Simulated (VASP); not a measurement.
# Band gap of CdGeAs2: cutoff, mesh and cell, part 2 of 2

Aim: test what besides the functional moves the gap of CdGeAs2. The starting structure is a cell with measured lattice constants from the literature and the atomic positions of a computed structure of the Materials Project. Cell and atoms stay as given unless a step says otherwise.

VASP 6.6.1.

Results so far: reference 0.097 eV; cell and atoms relaxed by LDA 0.101 eV; no band path 0.205 eV.

### 5. Bands with a cutoff of 510 eV

Level of this step: LDA; plane waves and PAW (Cd, As, Ge_d) (VASP).

Against step 2 the input has ENCUT = 510.

Input file INCAR:

```
SYSTEM = CdGeAs2
PREC = Accurate
ENCUT = 510
EDIFF = 1E-06
NELM = 100
ISMEAR = 0
SIGMA = 0.03
LREAL = .FALSE.
ALGO = Normal
GGA = CA
NBANDS = 56
LORBIT = 11
LWAVE = .FALSE.
LCHARG = .FALSE.
KPAR = 4
```

Input file POSCAR:

```
CdGeAs2
1.0
   -2.9715500000      2.9715500000      5.6073000000
    2.9715500000     -2.9715500000      5.6073000000
    2.9715500000      2.9715500000     -5.6073000000
Cd As Ge
2 4 2
Direct
    0.5000000000      0.5000000000      0.0000000000
    0.2500000000      0.7500000000      0.5000000000
    0.0962175700      0.1250000000      0.4712175700
    0.3750000000      0.9037824300      0.0287824300
    0.6537824300      0.6250000000      0.5287824300
    0.8750000000      0.3462175700      0.9712175700
    0.7500000000      0.2500000000      0.5000000000
    0.0000000000      0.0000000000      0.0000000000
```

Input file KPOINTS:

```
Automatic mesh
0
Gamma
6 6 6
0 0 0
```

Input file KPOINTS_OPT:

```
Line mode
8
Line-mode
Reciprocal
  0.00000000   0.00000000   0.00000000 GAMMA
  0.00000000   0.00000000   0.50000000 X

  0.00000000   0.00000000   0.50000000 X
 -0.14041985   0.14041985   0.50000000 Y

 -0.14041985   0.14041985   0.50000000 Y
 -0.32020992   0.32020992   0.32020992 S

 -0.32020992   0.32020992   0.32020992 S
  0.00000000   0.00000000   0.00000000 GAMMA

  0.00000000   0.00000000   0.00000000 GAMMA
  0.50000000   0.50000000  -0.50000000 Z

  0.50000000   0.50000000  -0.50000000 Z
  0.32020992   0.67979008  -0.32020992 S1

  0.32020992   0.67979008  -0.32020992 S1
  0.00000000   0.50000000   0.00000000 N

  0.00000000   0.50000000   0.00000000 N
  0.25000000   0.25000000   0.25000000 P

  0.25000000   0.25000000   0.25000000 P
  0.50000000   0.50000000  -0.14041985 Y1

  0.50000000   0.50000000  -0.14041985 Y1
  0.50000000   0.50000000  -0.50000000 Z

  0.00000000   0.00000000   0.50000000 X
  0.25000000   0.25000000   0.25000000 P
```

PAW data sets: Cd, As and Ge_d (LDA family, release 64).

Started as:

```console
$ mpirun -np 4 vasp_std
```

What it wrote:

```text
[... set-up lines as in an earlier step ...]
 entering main loop
       N       E                     dE             d eps       ncg     rms          rms(c)
DAV:   1     0.703951909844E+03    0.70395E+03   -0.31365E+04  4392   0.204E+03
DAV:   2     0.765055051939E+02   -0.62745E+03   -0.58682E+03  3408   0.724E+02
DAV:   3    -0.299189639293E+02   -0.10642E+03   -0.10450E+03  3800   0.156E+02
DAV:   4    -0.363040313477E+02   -0.63851E+01   -0.63650E+01  4016   0.429E+01
[...]
DAV:  11    -0.353727793520E+02   -0.25152E-04   -0.29077E-04  3848   0.780E-02    0.251E-02
DAV:  12    -0.353727725274E+02    0.68246E-05   -0.46267E-05  3536   0.463E-02    0.144E-02
DAV:  13    -0.353727730936E+02   -0.56621E-06   -0.37090E-06  3384   0.117E-02
   1 F= -.35372773E+02 E0= -.35372773E+02  d E =-.362273E-08
 Start KPOINTS_OPT (optional k-point list driver)
k-point batch [1-30\88]
       N       E                     dE             ncg
DAV:   1     0.353247863428E+04   -0.36355E+05     4392
DAV:   2    -0.152738253155E+05   -0.18806E+05     3416
DAV:   3    -0.184967848057E+05   -0.32230E+04     3720
DAV:   4    -0.186904978417E+05   -0.19371E+03     4016
[...]
DAV:   8    -0.186943944511E+05   -0.19266E-03     4216
DAV:   9    -0.186943944598E+05   -0.86600E-05     2928
DAV:  10    -0.186943944602E+05   -0.43465E-06     2392
[...]
k-point batch [61-88\88]
       N       E                     dE             ncg
DAV:   1     0.610816645113E+04   -0.42389E+05     4112
DAV:   2    -0.113949133652E+05   -0.17503E+05     3152
DAV:   3    -0.143864744904E+05   -0.29916E+04     3496
DAV:   4    -0.145660254422E+05   -0.17955E+03     3720
[...]
DAV:   8    -0.145696764783E+05   -0.18016E-03     3936
DAV:   9    -0.145696764849E+05   -0.65854E-05     2672
DAV:  10    -0.145696764853E+05   -0.35997E-06     2224
```

The job ended after 3.2 min (4 MPI ranks of Intel Xeon 6975P-C (Granite Rapids), shared host; peak memory 2.4 GiB; 13 min of CPU time).

OUTCAR, selected parts (step 5):

```text
  Total       -1.4045213     -1.4045213     -0.9814575      0.0000000     -0.0000000      0.0000000
  in kB      -11.3621115    -11.3621115     -7.9396655      0.0000000     -0.0000000      0.0000000
  external PRESSURE =     -10.2212962 kB  Pullay stress =       0.0000000 kB

 POSITION                                       TOTAL-FORCE (eV/Angst)
 -----------------------------------------------------------------------------------
      0.00000      0.00000      5.60730         0.000000     -0.000000      0.000000
      2.97155      0.00000      2.80365         0.000000     -0.000000     -0.000000
      1.48578      1.31472     -1.40183         0.000000      0.230673      0.000000
      1.65683     -1.48578      7.00913        -0.230673     -0.000000      0.000000
      1.48578      1.65683      4.20548         0.000000     -0.230673      0.000000
      1.31472      4.45733      1.40182         0.230673     -0.000000      0.000000
      0.00000      2.97155      2.80365         0.000000     -0.000000     -0.000000
      0.00000      0.00000      0.00000         0.000000     -0.000000     -0.000000
 -----------------------------------------------------------------------------------
    total drift:                               -0.000002     -0.000002     -0.000003

  FREE ENERGIE OF THE ION-ELECTRON SYSTEM (eV)
  ---------------------------------------------------
  free  energy   TOTEN  =       -35.3727730936 eV

  energy  without entropy=      -35.3727730900  energy(sigma->0) =      -35.37277309

[... 1 part as in an earlier step ...]

[... 2 further parts left out ...]
[key lines of the parts left out:]
E-fermi :   2.9873
```

With a cutoff of 510 eV the gap is 0.097 eV, +0.000 eV from the reference.

### 6. Bands with an 8×8×8 mesh

Against step 2 the input has an 8×8×8 mesh.

Edit INCAR of step 5 so:

```diff
@@ -2,3 +2,3 @@
 PREC = Accurate
-ENCUT = 510
+ENCUT = 360
 EDIFF = 1E-06
```

POSCAR is that of step 5.

Input file KPOINTS:

```
Automatic mesh
0
Gamma
8 8 8
0 0 0
```

KPOINTS_OPT is that of step 5.

Started as:

```console
$ mpirun -np 4 vasp_std
```

What it wrote:

```text
[... set-up lines as in an earlier step ...]
 entering main loop
       N       E                     dE             d eps       ncg     rms          rms(c)
DAV:   1     0.598951854626E+03    0.59895E+03   -0.25882E+04  8752   0.171E+03
DAV:   2     0.570285400394E+02   -0.54192E+03   -0.50810E+03  6696   0.613E+02
DAV:   3    -0.314482793373E+02   -0.88477E+02   -0.87181E+02  7592   0.135E+02
DAV:   4    -0.363407451240E+02   -0.48925E+01   -0.48821E+01  7712   0.371E+01
[...]
DAV:  11    -0.353710730310E+02   -0.24580E-04   -0.27527E-04  7544   0.747E-02    0.245E-02
DAV:  12    -0.353710668954E+02    0.61356E-05   -0.43137E-05  6968   0.448E-02    0.141E-02
DAV:  13    -0.353710674331E+02   -0.53771E-06   -0.36074E-06  6704   0.120E-02
   1 F= -.35371067E+02 E0= -.35371067E+02  d E =-.839935E-06
 Start KPOINTS_OPT (optional k-point list driver)
k-point batch [1-59\88]
       N       E                     dE             ncg
DAV:   1     0.446445459913E+02   -0.60461E+05     8744
DAV:   2    -0.313975945037E+05   -0.31442E+05     6704
DAV:   3    -0.364804229018E+05   -0.50828E+04     7552
DAV:   4    -0.367561724339E+05   -0.27575E+03     7696
[...]
DAV:   8    -0.367611987796E+05   -0.26403E-03     8024
DAV:   9    -0.367611987897E+05   -0.10135E-04     5560
DAV:  10    -0.367611987903E+05   -0.58004E-06     4688
k-point batch [60-88\88]
       N       E                     dE             ncg
DAV:   1     0.272606546791E+05   -0.39312E+05     4264
DAV:   2     0.115991115787E+05   -0.15662E+05     3256
DAV:   3     0.902749957882E+04   -0.25716E+04     3656
DAV:   4     0.888526158344E+04   -0.14224E+03     3832
[...]
DAV:   8     0.888263007006E+04   -0.13145E-03     3904
DAV:   9     0.888263006499E+04   -0.50755E-05     2760
DAV:  10     0.888263006471E+04   -0.27287E-06     2312
```

Wall time 2.1 min (4 MPI ranks); peak memory 2.6 GiB; 8.4 min of CPU time.

Parts of OUTCAR (step 6):

```text
  Total       -1.7250262     -1.7250262     -1.2879579      0.0000000     -0.0000000      0.0000000
  in kB      -13.9548896    -13.9548896    -10.4191519      0.0000000     -0.0000000      0.0000000
  external PRESSURE =     -12.7763104 kB  Pullay stress =       0.0000000 kB

 POSITION                                       TOTAL-FORCE (eV/Angst)
 -----------------------------------------------------------------------------------
      0.00000      0.00000      5.60730         0.000000     -0.000000     -0.000000
      2.97155      0.00000      2.80365         0.000000     -0.000000     -0.000000
      1.48578      1.31472     -1.40183         0.000000      0.231008      0.000000
      1.65683     -1.48578      7.00913        -0.231008     -0.000000     -0.000000
      1.48578      1.65683      4.20548        -0.000000     -0.231008     -0.000000
      1.31472      4.45733      1.40182         0.231008     -0.000000      0.000000
      0.00000      2.97155      2.80365         0.000000     -0.000000      0.000000
      0.00000      0.00000      0.00000         0.000000     -0.000000      0.000000
 -----------------------------------------------------------------------------------
    total drift:                               -0.000001     -0.000001      0.000002

  FREE ENERGIE OF THE ION-ELECTRON SYSTEM (eV)
  ---------------------------------------------------
  free  energy   TOTEN  =       -35.3710674331 eV

  energy  without entropy=      -35.3710665932  energy(sigma->0) =      -35.37106701

[... 1 part as in an earlier step ...]

[... 2 further parts left out ...]
[key lines of the parts left out:]
E-fermi :   3.0232
```

With an 8×8×8 mesh the gap is 0.097 eV, +0.000 eV from the reference.

### 7. All runs side by side

| run | gap (eV) | change (eV) | core minutes |
| --- | --- | --- | --- |
| reference | 0.097 | - | 6.0 |
| cell and atoms relaxed by LDA | 0.101 | 0.004 | 6.6 |
| no band path | 0.205 | 0.108 | 2.13 |
| a cutoff of 510 eV | 0.097 | 0.0 | 12.7 |
| an 8×8×8 mesh | 0.097 | 0.0 | 8.47 |

Core minutes are wall time times ranks of the run shown, on a shared host.

### 8. Summary of results

| Item | Value |
| --- | --- |
| reference gap | 0.097 eV |
| gap with cell and atoms relaxed by LDA | 0.101 eV |
| gap with no band path | 0.205 eV |
| gap with a cutoff of 510 eV | 0.097 eV |
| gap with an 8×8×8 mesh | 0.097 eV |

In words: Among the runs that read a gap along the path, none moves it by more than 0.005 eV. On finer settings it changes by +0.000 eV with a cutoff of 510 eV and +0.000 eV with an 8×8×8 mesh. Read on the mesh alone, without a band path, the gap comes out +0.108 eV from the reference: such a gap is an upper bound, and here at least one band edge lies off the mesh points. The functional's own error isn't tested here. Further runs on this material are not shown.

[Lines on the potential files, build, host, timing and source positions are cut from VASP's logs without a mark.]

[Logs are printed without paths, hosts, clocks, repeated set-up lines and the standing remarks that a program may print on its own settings, such as how far it seeks lower states.]

[Hosts, paths, dates, database ids (printed as entryN), source tags and the programs' standing remarks are cut or masked in the printed files.]
